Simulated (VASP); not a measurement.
# Sb2Te3O2 (R-3m) in VASP: relaxation of cell and atoms with PBE

Aim: the relaxation of cell and atoms of Sb2Te3O2 with PBE.

All numbers are computed with VASP 6.6.1; they aren't measurements. Logs are shortened: lines on timing, memory, paths and dates and some standing lists are left out, and cuts for length are marked.

## Step 1: The crystal as given

The structure is trigonal, space group R-3m (No. 166). Conventional cell: a = 5.928 Å, b = 5.928 Å, c = 14.525 Å, α = 90.00°, β = 90.00°, γ = 120.00°. Sb (site symmetry -3m) is surrounded by 6 Te at 2.96 Å and 2 O at 3.15 Å. Sb (site symmetry -3m) has 6 Te at 2.96 Å as nearest neighbours. Te (site symmetry 2/m) is surrounded by 2 O at 2.40 Å. O (site symmetry 3m) is surrounded by 3 Te at 2.40 Å.

The cell was built by a generator and needn't be a form met in nature.

## Step 2: Relaxation of cell and atoms, PBE

File INCAR:

```
  ALGO = Fast
  EDIFF = 1E-4
  EDIFFG = -0.08
  ENCUT = 520
  GGA = PE
  IBRION = 2
  ISIF = 3
  ISMEAR = 0
  LASPH = T
  LCHARG = F
  LREAL = F
  LWAVE = F
  NELM = 60
  NSW = 24
  PREC = Normal
  SIGMA = 0.15
```

File KPOINTS:

```
k-points
0
Gamma
  3 3 3
```

File POSCAR:

```
Sb2Te3O2
1.0
    2.9639607400      1.7112435300      4.8417905600
   -2.9639607400      1.7112435300      4.8417905600
    0.0000000000     -3.4224870600      4.8417905600
Sb Te O
2 3 2
Direct
    0.5000000000      0.5000000000      0.5000000000
    0.0000000000      0.0000000000      0.0000000000
    0.0000000000      0.0000000000      0.5000000000
    0.5000000000      0.0000000000      0.0000000000
    0.0000000000      0.5000000000      0.0000000000
    0.2829999900      0.2829999900      0.2829999900
    0.7170000100      0.7170000100      0.7170000100
```

Potentials or basis: VASP PAW PBE potentials, release 64 (Sb, Te, O).

The run is started by

```console
cat potpaw_PBE.64/Sb/POTCAR potpaw_PBE.64/Te/POTCAR potpaw_PBE.64/O/POTCAR > POTCAR
mpirun -np 1 vasp_std > vasp.out
```

OUTCAR:

```text
EDIFF = 1E-4
   EDIFFG = -0.08
   ENCUT = 520
   GGA = PE
   IBRION = 2
   ISIF = 3
   ISMEAR = 0
   LASPH = T
   LREAL = F
   NELM = 60
   NSW = 24
   PREC = Normal

 ion  position               nearest neighbor table
   1  0.500  0.500  0.500-   4 2.96   5 2.96   4 2.96   5 2.96   3 2.96   3 2.96
   2  0.000  0.000  0.000-   3 2.96   3 2.96   5 2.96   4 2.96   5 2.96   4 2.96
   3  0.000  0.000  0.500-   6 2.40   7 2.40   4 2.96   5 2.96   5 2.96   4 2.96   1 2.96   1 2.96
                             2 2.96   2 2.96
   4  0.500  0.000  0.000-   6 2.40   7 2.40   1 2.96   3 2.96   1 2.96   3 2.96   5 2.96   5 2.96
                             2 2.96   2 2.96
   5  0.000  0.500  0.000-   6 2.40   7 2.40   1 2.96   3 2.96   3 2.96   1 2.96   4 2.96   4 2.96
                             2 2.96   2 2.96
   6  0.283  0.283  0.283-   3 2.40   4 2.40   5 2.40
   7  0.717  0.717  0.717-   3 2.40   4 2.40   5 2.40

  LATTYP: Found a trigonal (rhomboedric) cell.
 ALAT       =     5.9292793419
 COS(alpha) =     0.5002289838

  Lattice vectors:

 A1 = (   2.9639607400,   1.7112435300,   4.8417905600)
 A2 = (  -2.9639607400,   1.7112435300,   4.8417905600)
 A3 = (   0.0000000000,  -3.4224870600,   4.8417905600)

Analysis of symmetry for initial positions (statically):
=====================================================================
 Subroutine PRICEL returns:
 Original cell was already a primitive cell.

 Routine SETGRP: Setting up the symmetry group for a
 trigonal (rhombohedral) supercell.

 Subroutine GETGRP returns: Found 12 space group operations
 (whereof 12 operations were pure point group operations)
 out of a pool of 12 trial point group operations.

The static configuration has the point symmetry D_3d.

Analysis of symmetry for dynamics (positions and initial velocities):
=====================================================================
 Subroutine PRICEL returns:
 Original cell was already a primitive cell.

 Routine SETGRP: Setting up the symmetry group for a
 trigonal (rhombohedral) supercell.

 Subroutine GETGRP returns: Found 12 space group operations
 (whereof 12 operations were pure point group operations)
 out of a pool of 12 trial point group operations.

The dynamic configuration has the point symmetry D_3d.

 Subroutine INISYM returns: Found 12 space group operations
 (whereof 12 operations are pure point group operations),
 and found     1 'primitive' translations

----------------------------------------------------------------------------------------

                                     Primitive cell

  volume of cell :     147.3471

  direct lattice vectors                    reciprocal lattice vectors
     2.963960740  1.711243530  4.841790560     0.168693193  0.097395060  0.068845054
    -2.963960740  1.711243530  4.841790560    -0.168693193  0.097395060  0.068845054
     0.000000000 -3.422487060  4.841790560     0.000000000 -0.194790120  0.068845054

  length of vectors
     5.929279342  5.929279342  5.929279341     0.206598239  0.206598239  0.206598239

  position of ions in fractional coordinates (direct lattice)
     0.500000000  0.500000000  0.500000000
     0.000000000  0.000000000  0.000000000
     0.000000000  0.000000000  0.500000000
     0.500000000  0.000000000  0.000000000
     0.000000000  0.500000000  0.000000000
     0.282999990  0.282999990  0.282999990
     0.717000010  0.717000010  0.717000010

  ion indices of the primitive-cell ions
   primitive index   ion index
                 1           1
                 2           2
                 3           3
                 4           4
                 5           5
                 6           6
                 7           7

----------------------------------------------------------------------------------------

 KPOINTS: k-points

Automatic generation of k-mesh.
 Grid dimensions read from file:
 generate k-points for:    3    3    3

 Generating k-lattice:

  Cartesian coordinates                     Fractional coordinates (reciprocal lattice)
     0.056231064  0.032465020  0.022948351     0.333333333  0.000000000  0.000000000
    -0.056231064  0.032465020  0.022948351     0.000000000  0.333333333  0.000000000
     0.000000000 -0.064930040  0.022948351     0.000000000  0.000000000  0.333333333

  Length of vectors
     0.068866080  0.068866080  0.068866080

  Shift w.r.t. Gamma in fractional coordinates (k-lattice)
     0.000000000  0.000000000  0.000000000

 Subroutine IBZKPT returns following result:
 ===========================================

 Found      6 irreducible k-points:

 Following reciprocal coordinates:
            Coordinates               Weight
  0.000000  0.000000  0.000000      1.000000
  0.333333 -0.000000 -0.000000      6.000000
  0.333333  0.333333 -0.000000      6.000000
 -0.333333  0.333333  0.000000      6.000000
  0.333333  0.333333  0.333333      2.000000
 -0.333333  0.333333  0.333333      6.000000
   k-points           NKPTS =      6   k-points in BZ     NKDIM =      6   number of bands    NBANDS=     24
   number of dos      NEDOS =    301   number of ions     NIONS =      7
   total plane-waves  NPLWV =  46656
   dimension x,y,z NGX =    36 NGY =   36 NGZ =   36
   dimension x,y,z NGXF=    72 NGYF=   72 NGZF=   72
   ions per type =               2   3   2
   NGX,Y,Z   is equivalent  to a cutoff of  10.09, 10.09, 10.09 a.u.
   NGXF,Y,Z  is equivalent  to a cutoff of  20.19, 20.19, 20.19 a.u.
 SYSTEM =  unknown system
   PREC   = normal    normal or accurate (medium, high low for compatibility)
   ISTART =      0    job   : 0-new  1-cont  2-samecut
   ICHARG =      2    charge: 1-file 2-atom 10-const
   ISPIN  =      1    spin polarized calculation?
   LNONCOLLINEAR =      F non collinear calculations
   LSORBIT =      F    spin-orbit coupling
   LASPH  =      T    aspherical Exc in radial PAW
   ENCUT  =  520.0 eV  38.22 Ry    6.18 a.u.  11.02 11.02 11.02*2*pi/ulx,y,z
   NELM   =     60;   NELMIN=  2; NELMDL= -5     # of ELM steps
   EDIFF  = 0.1E-03   stopping-criterion for ELM
   LREAL  =      F    real-space projection
   EDIFFG = -.8E-01   stopping-criterion for IOM
   NSW    =     24    number of steps for IOM
   IBRION =      2    ionic relax: 0-MD 1-quasi-New 2-CG
   NFREE  =      1    steps in history (QN), initial steepest desc. (CG)
   ISIF   =      3    stress and relaxation
   ISYM   =      2    0-nonsym 1-usesym 2-fastsym
   POTIM  = 0.5000    time-step for ionic-motion
   TEBEG  =    0.0;   TEEND  =   0.0 temperature during run
   PSTRESS=    0.0 pullay stress
   NELECT =      40.0000    total number of electrons
   NUPDOWN=      -1.0000    fix difference up-down
   EMIN   =  10.00;   EMAX   =-10.00  energy-range for DOS
   EFERMI =   0.00;   METHOD = LEGACY
   ISMEAR =     0;   SIGMA  =   0.15  broadening in eV -4-tet -1-fermi 0-gaus
   EFERMI_NEDOS =   21; number of points for ismear=-14 and -15
   IALGO  =     68    algorithm
   IMIX   =      4    mixing-type and parameters
     AMIX     =   0.40;   BMIX     =  1.00
     AMIX_MAG =   1.60;   BMIX_MAG =  1.00
  volume/ion in A,a.u.               =      21.05       142.05
  Fermi-wavevector in a.u.,A,eV,Ry     =   1.060021  2.003149 15.288102  1.123644
  Thomas-Fermi vector in A             =   2.195387
   LORBIT       =      0    0 simple, 1 ext, 2 COOP (PROOUT), +10 PAW based schemes
   GGA     = PE    functional components
   LHFCALC =     F    Hartree Fock is set to
   AEXX    =    0.0000 exact exchange contribution
   IVDW    =     0    specifies the selected vdW correction
   LEPSILON=     F    determine dielectric tensor
   LRPA    =     F    only Hartree local field effects (RPA)
 conjugate gradient relaxation of ions
 non-spin polarized calculation
 RMM-DIIS sequential band-by-band and
 Gauss-broadening in eV      SIGMA  =   0.15
  energy-cutoff  :      520.00
  volume of cell :      147.35
 maximum number of plane-waves:      3980
   NGX = 23   NGY = 23   NGZ = 23

--------------------------------------- Ionic step        1  -------------------------------------------

 number of electron      40.0000014 magnetization

 Free energy of the ion-electron system (eV)
  ---------------------------------------------------
  ext. energy  EPLUGINS =         0.00000000
  ---------------------------------------------------
  free energy    TOTEN  =       -23.92543205 eV

  energy without entropy =      -23.88533709  energy(sigma->0) =      -23.90538457

 E-fermi :   8.3265     XC(G=0): -10.2148

 val. band max:        8.0737869436   @ k =   0.3333  -0.0000  -0.0000
 cond. band min:       8.3588511441   @ k =  -0.3333   0.3333   0.0000
 fundamental gap:      0.2850642005
 Fermi energy:         8.3264547064

 k-point     1 :       0.0000    0.0000    0.0000
  band No.  band energies     occupation
      1     -10.0388      2.00000
      2      -9.4145      2.00000
      3      -6.1565      2.00000
      4      -2.8893      2.00000
      5      -2.8893      2.00000
      6      -0.9029      2.00000
[... 267 lines left out ...]
  FREE ENERGIE OF THE ION-ELECTRON SYSTEM (eV)
  ---------------------------------------------------
  free  energy   TOTEN  =       -26.0636543328 eV

  energy  without entropy=      -26.0091372629  energy(sigma->0) =      -26.03639580

[... ionic steps 4 to 12 ...]

--------------------------------------- Ionic step       13  -------------------------------------------

 number of electron      40.0000015 magnetization

------------------------ aborting loop because EDIFF is reached ----------------------------------------

  FORCE on cell =-STRESS in cart. coord.  units (eV):
  Direction    XX          YY          ZZ          XY          YZ          ZX
  --------------------------------------------------------------------------------------
  -------------------------------------------------------------------------------------
  Total        1.2197218      1.2197218      1.5900129      0.0000000      0.0000000      0.0000000
  in kB       10.3896050     10.3896050     13.5437493      0.0000000      0.0000000      0.0000000
  external PRESSURE =      11.4409864 kB  Pullay stress =       0.0000000 kB
[... 26 lines left out ...]
  energy  without entropy=      -27.8576387994  energy(sigma->0) =      -27.86914099

--------------------------------------- Ionic step       14  -------------------------------------------

 number of electron      39.9999985 magnetization

 E-fermi :   5.0323     XC(G=0):  -8.6906

 val. band max:        5.0041836572   @ k =   0.0000   0.0000   0.0000
 cond. band min:       5.1426748844   @ k =  -0.3333   0.3333   0.0000
 fundamental gap:      0.1384912272
 Fermi energy:         5.0322752813

 k-point     1 :       0.0000    0.0000    0.0000
  band No.  band energies     occupation
      1     -14.4106      2.00000
      2     -14.1178      2.00000
      3      -6.9557      2.00000
      4      -6.6952      2.00000
      5      -6.6952      2.00000
      6      -3.7250      2.00000
[... 189 lines left out ...]
  energy  without entropy=      -27.8047118810  energy(sigma->0) =      -27.81873704

--------------------------------------- Ionic step       15  -------------------------------------------

 number of electron      40.0000011 magnetization

 Free energy of the ion-electron system (eV)
  ---------------------------------------------------
  ext. energy  EPLUGINS =         0.00000000
  ---------------------------------------------------
  free energy    TOTEN  =       -27.89383699 eV

  energy without entropy =      -27.86975475  energy(sigma->0) =      -27.88179587

 E-fermi :   5.5457     XC(G=0):  -8.8946

 val. band max:        5.5357399396   @ k =   0.0000   0.0000   0.0000
 cond. band min:       5.6529201713   @ k =  -0.3333   0.3333   0.0000
 fundamental gap:      0.1171802317
 Fermi energy:         5.5457337023

 k-point     1 :       0.0000    0.0000    0.0000
  band No.  band energies     occupation
      1     -14.1680      2.00000
      2     -13.8552      2.00000
      3      -6.6527      2.00000
      4      -6.3260      2.00000
      5      -6.3260      2.00000
      6      -3.2470      2.00000
[... 185 lines left out ...]
  FREE ENERGIE OF THE ION-ELECTRON SYSTEM (eV)
  ---------------------------------------------------
  free  energy   TOTEN  =       -27.8938369911 eV

  energy  without entropy=      -27.8697547505  energy(sigma->0) =      -27.88179587

 reached required accuracy - stopping structural energy minimisation
```

Wall time 3.4 min (1 thread of Intel Xeon Platinum 8488C (Sapphire Rapids), shared host); peak memory 0.23 GiB.

What came out:

| Item | Value |
| --- | --- |
| Free energy | -27.8938 eV |
| Relaxed volume | 27.40 Å³/atom |
| Relaxed cell | a = 6.146 Å, b = 6.146 Å, c = 6.146 Å, α = 67.93°, β = 67.93°, γ = 67.93° |
| Space group after relaxing (to 0.05 Å) | R-3m (No. 166) |
| Energy gained by relaxing | 566.9 meV/atom |
| Ionic steps | 15 |
| Pressure after relaxing | 0.0 GPa |
| Largest force after relaxing | 0.059 eV/Å |
| Band gap on the k mesh | 0.12 eV, indirect (least direct gap 0.35 eV) |

Forces in eV/Å, atoms in the order of the input:
```
Sb   0.000  0.000  0.000
Sb   0.000  0.000  0.000
Te   0.000  0.000  0.000
Te   0.000  0.000  0.000
Te   0.000  0.000  0.000
O    0.000  0.000  0.059
O    0.000  0.000 -0.059
```

Step by step:
```
step  energy change (eV)  largest force (eV/Å)  pressure (GPa)  volume (Å³)
   1              0.0000                1.7639           14.94       147.35
   2             -2.0335                1.9453           -6.03       191.93
   3             -2.1382                1.9179           -3.06       180.47
   4             -2.7990                1.6020           -0.13       173.50
   5             -2.9783                0.5157            7.37       162.09
   6             -3.0608                0.9763            4.34       166.04
   7             -3.3956                0.7126            0.84       176.57
   8             -3.4161                0.5922            0.05       179.89
   9             -3.5340                0.6461           -0.24       181.35
  10             -3.8628                0.3760            0.08       185.41
  11             -3.6383                1.2308            3.84       192.15
  12             -3.9548                0.1221            0.99       187.79
  13             -3.9552                0.1888            1.14       188.09
  14             -3.9073                0.2328           -2.08       200.90
  15             -3.9684                0.0591           -0.02       191.78
```

Final structure:
```
Sb Te O
1.0
     3.43370    1.98245    4.69565
    -3.43370    1.98245    4.69565
     0.00000   -3.96490    4.69565
Sb Te O
2 3 2
Direct
  0.50000 0.50000 0.50000
  0.00000 0.00000 0.00000
  0.00000 0.00000 0.50000
  0.50000 0.00000 0.00000
  0.00000 0.50000 0.00000
  0.22998 0.22998 0.22998
  0.77002 0.77002 0.77002
```

Caveat: the k mesh is coarse (spacing up to 0.43 Å⁻¹), so the values aren't converged; the volume moved by over 15 % at a fixed basis, so the end points are rough; spin-orbit coupling is left out, which moves the levels of the heavy elements; an odd mesh through Γ misses points on the zone boundary, where band edges often lie; the relaxation stopped at a loose force limit of 0.08 eV/Å, so its end isn't a converged minimum.
